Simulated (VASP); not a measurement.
Here is the system:

```yaml
crystal:
  lattice:
    - [0.00000, 3.32379, 3.32379]
    - [3.32379, 0.00000, 3.32379]
    - [3.32379, 3.32379, 0.00000]
  atoms:
    - { symbol: Sr, position: [0.00000, 0.00000, 0.00000] }
    - { symbol: Te, position: [0.50000, 0.50000, 0.50000] }
```

Computed with AM05 GGA, VASP's PBE PAW potentials (set 64) (plane waves; VASP). Settings: 520 eV cut-off, Gaussian smearing of 0.050 eV, potentials Sr_sv Te.

Unless said otherwise, spin-orbit coupling is left out, though it shifts the bands of the heavy elements here.

Task: What does the run give for the band gap (along the path) with the smallest direct gap where there is one?

Result: 
```
Property                                Value
------------------------------------  -------
band gap (along the path)             1.65 eV
smallest direct gap (along the path)  2.40 eV
```

The absolute energy has meaning only against runs of the same code, potentials and settings.

The compound is SrTe in the rock salt structure. It was relaxed first.
